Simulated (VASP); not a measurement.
# ZrSi2: structure and properties in VASP

Wanted: the relaxed cell of ZrSi2 and its properties. The steps: first try, relaxing cell and atoms (LDA), second relaxation, single point with fields (LDA), bands along the symmetry lines (LDA), density of states (LDA), optical spectrum (LDA), volume scan with LDA and fit for LDA. Left out of this account: 1 further run (bands with LDA: it shows nothing beyond the runs told). The start is a cell from a database of measured crystal structures.

Calculated with VASP 6.6.1; LDA; plane waves and PAW (Zr_sv, Si).

The database entry behind the starting cell differs from later determinations by our own check (a about 0.3 % long), so it need not match the best structure at ambient conditions.

### Step 1. The starting structure

Before any relaxation, the start is as follows. Symmetry: Cmcm, No. 63, orthorhombic system. The conventional cell has a = 3.706 Å, b = 14.735 Å, c = 3.672 Å, α = 90.00°, β = 90.00°, γ = 90.00°. Nearest to Zr lie 10 Si at 2.72 to 2.97 Å. Si has 2 Si at 2.40 Å and 6 Zr at 2.72 to 2.97 Å nearest. Nearest to Si lie 4 Si at 2.61 Å and 4 Zr at 2.81 to 2.83 Å. Farther neighbours are not listed.

As a file:

```cif
data_structure
_symmetry_space_group_name_H-M 'Cmcm'
_symmetry_Int_Tables_number 63
_cell_length_a 3.7060
_cell_length_b 14.7350
_cell_length_c 3.6720
_cell_angle_alpha 90.000
_cell_angle_beta 90.000
_cell_angle_gamma 90.000
_cell_volume 200.52
loop_
_atom_site_label
_atom_site_type_symbol
_atom_site_symmetry_multiplicity
_atom_site_Wyckoff_symbol
_atom_site_fract_x
_atom_site_fract_y
_atom_site_fract_z
_atom_site_occupancy
Zr1 Zr 4 c 0.50000 0.60540 0.75000 1
Si1 Si 4 c 0.50000 0.94780 0.75000 1
Si2 Si 4 c 0.00000 0.75040 0.75000 1
```

### Step 2. First try

This run is made with a changed input; what comes of it follows.

INCAR

```
SYSTEM = ZrSi2
PREC = Accurate
ENCUT = 400
EDIFF = 1E-06
NELM = 69
ISMEAR = 0
SIGMA = 0.05
LREAL = .FALSE.
ALGO = Normal
GGA = CA
NBANDS = 26
LASPH = .TRUE.
LORBIT = 11
LWAVE = .FALSE.
LCHARG = .FALSE.
KPAR = 4
IBRION = 2
NSW = 30
ISIF = 3
EDIFFG = -0.01
```

POSCAR

```
ZrSi2
1.0
    0.0000000000      0.0000000000     -3.6720000000
   -3.7060000000      0.0000000000      0.0000000000
   -1.8530000000      7.3675000000      0.0000000000
Zr Si
2 4
Direct
    0.7500000000      0.8946000000      0.2108000000
    0.2500000000      0.1054000000      0.7892000000
    0.7500000000      0.5522000000      0.8956000000
    0.2500000000      0.4478000000      0.1044000000
    0.7500000000      0.2496000000      0.5008000000
    0.2500000000      0.7504000000      0.4992000000
```

KPOINTS

```
Automatic mesh
0
Gamma
1 1 1
0 0 0
```

Potentials, in the order of the species: Zr_sv and Si (LDA family, release 64).

Run with:

```bash
$ mpirun -np 4 vasp_std
```

The log of the run:

```text
[banner, memory and clock lines left out]
running    4 mpi-ranks, on    1 nodes
[...]
LDA part: xc-table for (Slater(with rela. corr.)+CA(PZ))
 , standard interpolation
 POSCAR, INCAR and KPOINTS ok, starting setup
[...]
entering main loop
       N       E                     dE             d eps       ncg     rms          rms(c)
DAV:   1     0.219459104462E+03    0.21946E+03   -0.16979E+04    52   0.115E+03
DAV:   2    -0.216247726245E+02   -0.24108E+03   -0.23756E+03    62   0.309E+02
DAV:   3    -0.398039988885E+02   -0.18179E+02   -0.18097E+02   104   0.639E+01
DAV:   4    -0.404442230933E+02   -0.64022E+00   -0.63982E+00    64   0.117E+01
[...]
DAV:  11    -0.375157675726E+02    0.97462E-07   -0.21317E-04    72   0.754E-02    0.145E-02
DAV:  12    -0.375157639741E+02    0.35985E-05   -0.19808E-05    64   0.240E-02    0.706E-03
DAV:  13    -0.375157642162E+02   -0.24217E-06   -0.12425E-06    56   0.606E-03
   1 F= -.37515764E+02 E0= -.37515764E+02  d E =-.375158E+02
[... from here on, the cycles between the ionic steps are left out ...]
   2 F= -.40069292E+02 E0= -.40069292E+02  d E =-.255353E+01
   3 F= -.40069957E+02 E0= -.40069957E+02  d E =-.255419E+01
   5 F= -.41580961E+02 E0= -.41580961E+02  d E =-.151100E+01
   7 F= -.42394642E+02 E0= -.42394642E+02  d E =-.813681E+00
   9 F= -.42643673E+02 E0= -.42643673E+02  d E =-.249031E+00
  11 F= -.42685419E+02 E0= -.42684339E+02  d E =-.417461E-01
  13 F= -.42690690E+02 E0= -.42687962E+02  d E =-.527069E-02
  15 F= -.42695537E+02 E0= -.42685166E+02  d E =-.484732E-02
  17 F= -.42870743E+02 E0= -.42843659E+02  d E =-.180053E+00
  19 F= -.42927927E+02 E0= -.42927927E+02  d E =-.237237E+00
  21 F= -.43702005E+02 E0= -.43702005E+02  d E =-.101132E+01
  23 F= -.43702011E+02 E0= -.43702011E+02  d E =-.565437E-05
  25 F= -.43702036E+02 E0= -.43702036E+02  d E =-.303673E-04
  27 F= -.43702152E+02 E0= -.43702152E+02  d E =-.146883E-03
  29 F= -.43702296E+02 E0= -.43702296E+02  d E =-.290458E-03
  30 F= -.43702424E+02 E0= -.43702424E+02  d E =-.128696E-03
[...]
trial-energy change:   -0.000129  1 .order   -0.000129   -0.000129   -0.000129
 step:   0.0001(harm=  0.0574)  dis= 0.00001  next Energy=   -43.997315 (dE=-0.295E+00)
```

Run time: 57 s. Hardware: 4 MPI ranks of Intel Xeon Platinum 8259CL at 2.50GHz (Skylake/Cascade Lake), shared host; peak memory 0.62 GiB.

Lines that name or quote the potential files are left out of all logs, and their timing lines are given in words.

From OUTCAR (step 2):

```text
 k-point     1 :       0.0000    0.0000    0.0000
  band No.  band energies     occupation
    ...
     16       5.8622      2.00000
     17       6.7873      2.00000
     18       7.1635      2.00000
     19       8.5910      2.00000
     20       9.2904      2.00000
     21      10.0376      0.00000
     22      10.5855      0.00000
     23      10.8054      0.00000
     24      11.7385      0.00000
     25      11.9089      0.00000
    ...

  Total      -12.5109492     23.0236258      2.9048680      0.0000000      0.0000000      0.0000000
  in kB     -182.4192759    335.7021978     42.3552131      0.0000000      0.0000000      0.0000000
  external PRESSURE =      65.2127117 kB  Pullay stress =       0.0000000 kB

 POSITION                                       TOTAL-FORCE (eV/Angst)
 -----------------------------------------------------------------------------------
     -2.97147      1.50457     -3.66018         0.000000      4.773184      0.000000
     -1.48574      6.07278     -1.22006        -0.000000     -4.773184     -0.000000
     -2.97147      7.44250     -3.66018         0.000000     -4.573067     -0.000000
     -1.48574      0.13485     -1.22006         0.000000      4.573067      0.000000
     -1.48574      4.10065     -3.66018        -0.000000      2.205777      0.000000
     -2.97147      3.47670     -1.22006         0.000000     -2.205777     -0.000000
 -----------------------------------------------------------------------------------
    total drift:                               -0.000000      0.000000     -0.000000

  FREE ENERGIE OF THE ION-ELECTRON SYSTEM (eV)
  ---------------------------------------------------
  free  energy   TOTEN  =       -43.7024244643 eV

  energy  without entropy=      -43.7024244643  energy(sigma->0) =      -43.70242446

[... 14 further parts left out ...]
[key lines of the parts left out:]
E-fermi :   9.5384
```

The relaxation used up its NSW steps before forces and stress met EDIFFG.

The fault in the input: one k point for a small cell (k-mesh = [1, 1, 1]). A small cell needs a mesh; Γ alone serves large cells only.

### Step 3. Relaxing cell and atoms (LDA)

The start need not lie at this functional's minimum. ISIF = 3 frees volume, shape and positions, and EDIFFG sets the threshold on forces and stress at which the search stops.

INCAR: that of step 2 with these lines changed.

```diff
@@ -4,3 +4,3 @@
 EDIFF = 1E-06
-NELM = 69
+NELM = 100
 ISMEAR = 0
@@ -17,3 +17,3 @@
 IBRION = 2
-NSW = 30
+NSW = 60
 ISIF = 3
```

POSCAR is that of step 2.

KPOINTS

```
Automatic mesh
0
Gamma
6 6 6
0 0 0
```

Run with:

```bash
$ mpirun -np 4 vasp_std
```

The log of the run:

```text
[... set-up lines as in an earlier step ...]
 entering main loop
       N       E                     dE             d eps       ncg     rms          rms(c)
DAV:   1     0.223725556513E+03    0.22373E+03   -0.17114E+04  2704   0.118E+03
DAV:   2    -0.291239093676E+02   -0.25285E+03   -0.24845E+03  3246   0.320E+02
DAV:   3    -0.478455320315E+02   -0.18722E+02   -0.18605E+02  4944   0.655E+01
DAV:   4    -0.485647522751E+02   -0.71922E+00   -0.71798E+00  3566   0.132E+01
DAV:   5    -0.485972821705E+02   -0.32530E-01   -0.32524E-01  4336   0.219E+00    0.238E+01
DAV:   6    -0.470047472579E+02    0.15925E+01   -0.63349E+00  3332   0.120E+01    0.974E+00
DAV:   7    -0.469281626321E+02    0.76585E-01   -0.67136E-01  4292   0.375E+00    0.309E+00
DAV:   8    -0.469119734631E+02    0.16189E-01   -0.65035E-02  3416   0.140E+00    0.707E-01
DAV:   9    -0.469114637411E+02    0.50972E-03   -0.56390E-03  4060   0.469E-01    0.222E-01
DAV:  10    -0.469114087133E+02    0.55028E-04   -0.59947E-04  3682   0.146E-01    0.813E-02
DAV:  11    -0.469114042304E+02    0.44829E-05   -0.13947E-04  3578   0.862E-02    0.185E-02
DAV:  12    -0.469114029557E+02    0.12747E-05   -0.70896E-06  3486   0.210E-02    0.634E-03
DAV:  13    -0.469114029081E+02    0.47587E-07   -0.59302E-07  2134   0.550E-03
   1 F= -.46911403E+02 E0= -.46910285E+02  d E =-.469114E+02
 curvature:   0.00 expect dE= 0.000E+00 dE for cont linesearch  0.000E+00
 trial: gam= 0.00000 g(F)=  0.372E-02 g(S)=  0.239E+00 ort = 0.000E+00 (trialstep = 0.100E+01)
 search vector abs. value=  0.243E+00
 bond charge predicted
       N       E                     dE             d eps       ncg     rms          rms(c)
DAV:   1    -0.480743533000E+02   -0.11630E+01   -0.41520E+01  2894   0.512E+01    0.138E+01
DAV:   2    -0.470866150610E+02    0.98774E+00   -0.41982E+00  2900   0.150E+01    0.402E+00
DAV:   3    -0.468877453891E+02    0.19887E+00   -0.11360E+00  4162   0.659E+00    0.203E+00
DAV:   4    -0.468971800124E+02   -0.94346E-02   -0.14986E-01  3562   0.173E+00    0.605E-01
DAV:   5    -0.469029743439E+02   -0.57943E-02   -0.45570E-02  4622   0.114E+00    0.588E-01
DAV:   6    -0.469068907949E+02   -0.39165E-02   -0.44910E-03  4566   0.333E-01    0.263E-01
DAV:   7    -0.469077317064E+02   -0.84091E-03   -0.14516E-03  4540   0.173E-01    0.640E-02
DAV:   8    -0.469077487537E+02   -0.17047E-04   -0.89039E-05  3536   0.586E-02    0.197E-02
DAV:   9    -0.469077509666E+02   -0.22129E-05   -0.33208E-06  3086   0.135E-02    0.329E-03
DAV:  10    -0.469077510823E+02   -0.11569E-06   -0.35667E-07  1950   0.432E-03
   2 F= -.46907751E+02 E0= -.46906702E+02  d E =0.365183E-02
[... from here on, the cycles between the ionic steps are left out ...]
   3 F= -.46973605E+02 E0= -.46972809E+02  d E =-.622024E-01
   4 F= -.46973594E+02 E0= -.46972798E+02  d E =-.621916E-01
   5 F= -.46978911E+02 E0= -.46978273E+02  d E =-.531686E-02
   6 F= -.46980149E+02 E0= -.46979508E+02  d E =-.655480E-02
   7 F= -.46981400E+02 E0= -.46980571E+02  d E =-.125061E-02
   8 F= -.46981405E+02 E0= -.46980561E+02  d E =-.125611E-02
   9 F= -.46981460E+02 E0= -.46980594E+02  d E =-.544078E-04
  10 F= -.46981510E+02 E0= -.46980653E+02  d E =-.104517E-03
 curvature:  -0.33 expect dE=-0.158E-04 dE for cont linesearch -0.283E-06
 ZBRENT: interpolating
 opt :   0.6104  next Energy=   -46.981510 (dE=-0.105E-03)
 bond charge predicted
       N       E                     dE             d eps       ncg     rms          rms(c)
DAV:   1    -0.469815109560E+02   -0.16299E-05   -0.37816E-05  2888   0.476E-02    0.872E-03
DAV:   2    -0.469815101992E+02    0.75682E-06   -0.24579E-06  2390   0.116E-02
  11 F= -.46981510E+02 E0= -.46980654E+02  d E =-.104814E-03
 curvature:  -0.32 expect dE=-0.143E-04 dE for cont linesearch -0.127E-06
 trial: gam= 0.17443 g(F)=  0.519E-05 g(S)=  0.403E-04 ort =-0.117E-04 (trialstep = 0.985E+00)
 search vector abs. value=  0.517E-04
 reached required accuracy - stopping structural energy minimisation
```

Elapsed: 2.2 min, on 4 MPI ranks; peak memory 0.85 GiB; 7.8 min of CPU time.

OUTCAR, selected parts (step 3):

```text
 Found     52 irreducible k-points:

   k-points           NKPTS =     52   k-points in BZ     NKDIM =     52   number of bands    NBANDS=     26

   NELECT =      40.0000    total number of electrons

 E-fermi :  10.5247

 k-point     1 :       0.0000    0.0000    0.0000
  band No.  band energies     occupation
    ...
     16       7.9257      2.00000
     17       8.0055      2.00000
     18       8.0588      2.00000
     19       8.1464      2.00000
     20      10.4851      1.73711
     21      11.5072      0.00000
     22      11.8814      0.00000
     23      11.9369      0.00000
     24      12.0493      0.00000
     25      12.5800      0.00000
    ...

 k-point     2 :       0.1667    0.0000    0.0000
  band No.  band energies     occupation
    ...
     16       7.9868      2.00000
     17       7.9926      2.00000
     18       8.3665      2.00000
     19       9.1328      2.00000
     20      10.3895      1.99987
     21      10.9914      0.00000
     22      11.2029      0.00000
     23      11.4215      0.00000
     24      12.4626      0.00000
     25      12.8688      0.00000
    ...

  Total        0.0379901      0.0595690      0.0043717      0.0000000     -0.0000000      0.0000000
  in kB        0.6324174      0.9916397      0.0727756      0.0000000     -0.0000000      0.0000000
  external PRESSURE =       0.5656109 kB  Pullay stress =       0.0000000 kB

  energy-cutoff  :      400.00
  volume of cell :       96.24
      direct lattice vectors                 reciprocal lattice vectors
     0.000000000 -0.000000000 -3.633460250     0.000000000 -0.000000000 -0.275219744
    -3.664389275  0.000000000  0.000000000    -0.272896771 -0.069169548  0.000000000
    -1.832194638  7.228614498 -0.000000000     0.000000000  0.138339097 -0.000000000

 POSITION                                       TOTAL-FORCE (eV/Angst)
 -----------------------------------------------------------------------------------
     -3.66439      1.50839     -2.72510        -0.000000      0.005657     -0.000000
     -1.83219      5.72022     -0.90837         0.000000     -0.005657      0.000000
     -3.66439      6.44735     -2.72510        -0.000000     -0.001411      0.000000
     -1.83219      0.78126     -0.90837         0.000000      0.001411     -0.000000
     -1.83219      3.61519     -2.72510         0.000000     -0.004451      0.000000
     -3.66439      3.61342     -0.90837         0.000000      0.004451     -0.000000
 -----------------------------------------------------------------------------------
    total drift:                               -0.000000     -0.000000     -0.000000

  FREE ENERGIE OF THE ION-ELECTRON SYSTEM (eV)
  ---------------------------------------------------
  free  energy   TOTEN  =       -46.9815101992 eV

  energy  without entropy=      -46.9797971754  energy(sigma->0) =      -46.98065369

 reached required accuracy - stopping structural energy minimisation

 total charge
# of ion       s       p       d       tot
------------------------------------------
    1        2.159   5.992   1.875  10.026
    2        2.159   5.992   1.875  10.026
    3        0.782   0.945   0.000   1.727
    4        0.782   0.945   0.000   1.727
    5        0.765   0.882   0.000   1.647
    6        0.765   0.882   0.000   1.647
--------------------------------------------------
tot          7.414  15.637   3.750  26.800

[... 6 parts as in an earlier step ...]

[... 6 further parts left out ...]
```

CONTCAR:

```
ZrSi2
   1.00000000000000
     0.0000000000000000   -0.0000000000000000   -3.6334602497811050
    -3.6643892751768514    0.0000000000000000    0.0000000000000000
    -1.8321946375884257    7.2286144981272127   -0.0000000000000000
  Zr              Si
     2     4
Direct
     0.7500000000000000    0.8956651099989091    0.2086697800021745
     0.2500000000000000    0.1043348900010908    0.7913302199978254
     0.7500000000000000    0.5540394371214254    0.8919211257571490
     0.2500000000000000    0.4459605628785745    0.1080788742428509
     0.7500000000000000    0.2499386112402587    0.5001227775194824
     0.2500000000000000    0.7500613887597413    0.4998772224805174
```

The k-mesh is coarse for a metal. The run keeps the 8 symmetry operations of its start, so it cannot find a distortion of lower symmetry.

The steps of the relaxation:

```tsv
step	energy less that of the first step (eV)	largest force (eV/Å)	pressure (GPa)	volume (Å³)
1	0.0000	0.1573	-5.02	100.26
2	0.0037	0.2909	6.06	92.85
3	-0.0622	0.2149	0.06	96.52
4	-0.0622	0.2162	0.16	96.44
5	-0.0675	0.1065	0.12	96.34
6	-0.0687	0.0259	0.09	96.24
7	-0.0700	0.0112	-0.11	96.34
8	-0.0700	0.0099	-0.12	96.35
9	-0.0701	0.0060	0.17	96.17
10	-0.0701	0.0055	0.06	96.24
11	-0.0701	0.0057	0.06	96.24
```

```tsv
conventional cell, symmetrised	before	after	change
a (Å)	3.706	3.664	-1.1 %
b (Å)	14.735	14.457	-1.9 %
c (Å)	3.672	3.633	-1.0 %
volume (Å³/atom)	16.71	16.04	-4.0 %
```

The atoms that moved most (Å, as changes of fractional coordinates times the final cell):

```tsv
atom	dx	dy	dz	length
Si3	0.000	-0.027	0.000	0.027
Si4	0.000	0.027	0.000	0.027
Zr1	0.000	-0.015	0.000	0.015
Zr2	0.000	0.015	0.000	0.015
```

The relaxed structure:

```cif
data_structure
_symmetry_space_group_name_H-M 'P 1'
_symmetry_Int_Tables_number 1
_cell_length_a 3.6335
_cell_length_b 3.6644
_cell_length_c 7.4572
_cell_angle_alpha 75.777
_cell_angle_beta 90.000
_cell_angle_gamma 90.000
_cell_volume 96.24
loop_
_atom_site_label
_atom_site_type_symbol
_atom_site_fract_x
_atom_site_fract_y
_atom_site_fract_z
_atom_site_occupancy
Zr1 Zr 0.75000 0.89567 0.20867 1
Zr2 Zr 0.25000 0.10433 0.79133 1
Si3 Si 0.75000 0.55404 0.89192 1
Si4 Si 0.25000 0.44596 0.10808 1
Si5 Si 0.75000 0.24994 0.50012 1
Si6 Si 0.25000 0.75006 0.49988 1
```

Numbers from this step:

```yaml
electrons: 40
bands: 26
irreducible_k_points: 52
symmetry_operations: 8
free_energy_toten: -46.98 eV
energy_at_zero_smearing: -46.98 eV
fermi_energy: 10.52 eV
pressure: 0.05656 GPa
metallic: yes
scf_cycles_over_all_ionic_steps: 72
```

It ends with a largest force of 0.006 eV/Å and a pressure of 0.06 GPa. The volume lies -4.0 % from that of the database's start, which holds the thermal and zero-point expansion of its experiment. LDA is known to overbind.

(Continued in part 2 of 5.)

[Lines on the potential files, build, host, timing and source positions are cut from VASP's logs without a mark.]

[Logs are printed without paths, hosts, clocks, repeated set-up lines and the standing remarks that a program may print on its own settings, such as how far it seeks lower states.]

[Hosts, paths, dates, database ids (printed as entryN), source tags and the programs' standing remarks are cut or masked in the printed files.]

[A measured line is paired with the nearest computed mode of its activity, which favours agreement.]
